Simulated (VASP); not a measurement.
Method: PBEsol GGA, VASP's PBE PAW potentials (set 64) (plane waves; VASP).

Input for VASP

**POSCAR**
```
Ga2In2N4
1
    0.0000000000     2.3717807874     2.3717807874
    2.3717807874     0.0000000000     2.3717807874
    9.5259741812     9.5259741812    -0.0388510315
In N Ga
2 4 2
Direct
  0.0137194805   0.0137194805   0.9897103896
  0.9877764827   0.9877764827   0.2591676380
  0.2461372251   0.2461372251   0.0653970812
  0.2215809024   0.2215809024   0.3338143232
  0.2503692907   0.2503692907   0.5622230320
  0.2763877050   0.2763877050   0.7927092212
  0.9891892819   0.9891892819   0.5081080386
  0.0148396318   0.0148396318   0.7388702762
```

INCAR:
```
ALGO=Normal
EDIFF=1E-6
EDIFFG=-0.02
ENCUT=520
GGA=PS
IBRION=2
ISIF=3
ISMEAR=0
LASPH=.TRUE.
LCHARG=.FALSE.
LMAXMIX=4
LREAL=.FALSE.
LWAVE=.FALSE.
NELM=100
NSW=60
PREC=Accurate
SIGMA=0.05
SYSTEM=Ga2In2N4
```

File KPOINTS:
```
Automatic mesh
0
Gamma
  7 7 2
0 0 0
```

POTCAR, in this order: In_d N Ga_d (PBE.64 set). Program: vasp_std.

The resulting files:

File OSZICAR:
```
       N       E                     dE             d eps       ncg     rms          rms(c)
DAV:   1     0.825194906344E+03    0.82519E+03   -0.33615E+04  2822   0.270E+03
DAV:   2     0.114017473350E+03   -0.71118E+03   -0.69190E+03  2832   0.659E+02
DAV:   3    -0.418977347011E+02   -0.15592E+03   -0.15068E+03  3155   0.251E+02
DAV:   4    -0.560953618990E+02   -0.14198E+02   -0.14076E+02  3637   0.743E+01
DAV:   5    -0.565028616479E+02   -0.40750E+00   -0.40623E+00  3992   0.143E+01    0.177E+01
DAV:   6    -0.485740508132E+02    0.79288E+01   -0.31685E+01  4756   0.601E+01    0.107E+01
DAV:   7    -0.488482232543E+02   -0.27417E+00   -0.43696E+00  3050   0.122E+01    0.439E+00
DAV:   8    -0.487692577423E+02    0.78966E-01   -0.35928E-01  4287   0.602E+00    0.220E+00
DAV:   9    -0.487424408980E+02    0.26817E-01   -0.93798E-02  4365   0.392E+00    0.473E-01
DAV:  10    -0.487407859557E+02    0.16549E-02   -0.11691E-02  4111   0.129E+00    0.324E-01
DAV:  11    -0.487407305130E+02    0.55443E-04   -0.44501E-03  4669   0.536E-01    0.200E-01
DAV:  12    -0.487408304988E+02   -0.99986E-04   -0.34972E-04  3884   0.305E-01    0.511E-02
DAV:  13    -0.487408500988E+02   -0.19600E-04   -0.12697E-04  3309   0.105E-01    0.303E-02
DAV:  14    -0.487408485262E+02    0.15725E-05   -0.14384E-05  3778   0.496E-02    0.125E-02
DAV:  15    -0.487408485897E+02   -0.63434E-07   -0.41908E-06  2914   0.338E-02
   1 F= -.48740849E+02 E0= -.48740703E+02  d E =-.487408E+02
       N       E                     dE             d eps       ncg     rms          rms(c)
DAV:   1    -0.487442936100E+02   -0.34451E-02   -0.17467E-01  4183   0.426E+00    0.437E-01
DAV:   2    -0.487420984945E+02    0.21951E-02   -0.12027E-02  4178   0.149E+00    0.161E-01
DAV:   3    -0.487415412546E+02    0.55724E-03   -0.14103E-03  4126   0.595E-01    0.861E-02
DAV:   4    -0.487414464158E+02    0.94839E-04   -0.39891E-04  5168   0.254E-01    0.335E-02
DAV:   5    -0.487414483990E+02   -0.19832E-05   -0.96907E-05  3227   0.110E-01    0.182E-02
DAV:   6    -0.487414493857E+02   -0.98672E-06   -0.17771E-05  3922   0.290E-02    0.759E-03
DAV:   7    -0.487414486625E+02    0.72324E-06   -0.21994E-06  2199   0.314E-02
   2 F= -.48741449E+02 E0= -.48741316E+02  d E =-.600073E-03
       N       E                     dE             d eps       ncg     rms          rms(c)
DAV:   1    -0.487415834464E+02   -0.13406E-03   -0.71630E-03  4196   0.862E-01    0.890E-02
DAV:   2    -0.487414912899E+02    0.92157E-04   -0.49093E-04  4164   0.300E-01    0.326E-02
DAV:   3    -0.487414684285E+02    0.22861E-04   -0.57825E-05  4124   0.122E-01    0.171E-02
DAV:   4    -0.487414653917E+02    0.30368E-05   -0.16538E-05  4912   0.546E-02    0.684E-03
DAV:   5    -0.487414657083E+02   -0.31660E-06   -0.38929E-06  2522   0.228E-02
   3 F= -.48741466E+02 E0= -.48741335E+02  d E =-.617119E-03
       N       E                     dE             d eps       ncg     rms          rms(c)
DAV:   1    -0.487431303581E+02   -0.16650E-02   -0.13890E-01  4140   0.297E+00    0.324E-01
DAV:   2    -0.487421284536E+02    0.10019E-02   -0.61622E-03  4128   0.104E+00    0.129E-01
DAV:   3    -0.487417528617E+02    0.37559E-03   -0.75967E-04  4408   0.377E-01    0.654E-02
DAV:   4    -0.487416862335E+02    0.66628E-04   -0.21976E-04  4544   0.144E-01    0.218E-02
DAV:   5    -0.487416855904E+02    0.64311E-06   -0.48266E-05  3136   0.631E-02    0.128E-02
DAV:   6    -0.487416855755E+02    0.14934E-07   -0.55841E-06  3469   0.410E-02
   4 F= -.48741686E+02 E0= -.48741508E+02  d E =-.219867E-03
```

### OUTCAR
```
------------------------ aborting loop because EDIFF is reached ----------------------------------------
  FORCE on cell =-STRESS in cart. coord.  units (eV):
  Direction    XX          YY          ZZ          XY          YZ          ZX
  --------------------------------------------------------------------------------------
  Total       -0.0152292     -0.0152292     -0.0152292     -0.0122561      0.0122561      0.0122561
  in kB       -0.2274959     -0.2274959     -0.2274959     -0.1830823      0.1830823      0.1830823
  external PRESSURE =      -0.2274959 kB  Pullay stress =       0.0000000 kB
  volume of cell :      107.25
      direct lattice vectors                 reciprocal lattice vectors
     0.000000000  2.368054885  2.368054885    -0.210474471  0.211813039  0.210474471
     2.368054885  0.000000000  2.368054885     0.211813039 -0.210474471  0.210474471
     9.532846166  9.532846166 -0.060626627     0.052283976  0.052283976 -0.052283976
 POSITION                                       TOTAL-FORCE (eV/Angst)
 -----------------------------------------------------------------------------------
      9.46361      9.46361      0.00861         0.004134      0.004134     -0.004134
      4.80858      4.80858      4.66364         0.002377      0.002377     -0.002377
      1.20762      1.20762      1.16043        -0.006812     -0.006812      0.006812
      3.71021      3.71021      1.02590         0.000894      0.000894     -0.000894
      5.95445      5.95445      1.14972         0.005137      0.005137     -0.005137
      8.21157      8.21157      1.26065        -0.005625     -0.005625      0.005625
      7.18584      7.18584      4.65443         0.003795      0.003795     -0.003795
      7.07689      7.07689      0.02728        -0.003900     -0.003900      0.003900
 -----------------------------------------------------------------------------------
    total drift:                               -0.000837     -0.000837      0.000785
  FREE ENERGIE OF THE ION-ELECTRON SYSTEM (eV)
  ---------------------------------------------------
  free  energy   TOTEN  =       -48.7416855755 eV

  energy  without entropy=      -48.7413301036  energy(sigma->0) =      -48.74150784

 reached required accuracy - stopping structural energy minimisation
```
(Selected blocks of OUTCAR.)

CONTCAR:
```
Ga2In2N4
   1.00000000000000
     0.0000000000000231    2.3680548848167069    2.3680548848166603
     2.3680548848167069    0.0000000000000231    2.3680548848166603
     9.5328461662662765    9.5328461662662765   -0.0606266268995155
  In              N               Ga
     2     4     2
Direct
     0.0144798252984863    0.0144798252984863    0.9891401310011347
     0.9880143957195043    0.9880143957195043    0.2589892032353722
     0.2458581627180609    0.2458581627180609    0.0656063779864512
     0.2208922123982701    0.2208922123982701    0.3343308407012991
     0.2499564664019387    0.2499564664019387    0.5625326502235446
     0.2763272008953291    0.2763272008953291    0.7927545992785006
     0.9892579288571263    0.9892579288571263    0.5080565533821575
     0.0152138078112861    0.0152138078112861    0.7385896441915328
```

The structure was generated: Ga2In2N4 was put into an ordered model structure (R3m), which need not be its known phase. This run relaxes it. Symmetry was kept, so distortions that lower it aren't found. The start is the result of an earlier pass.
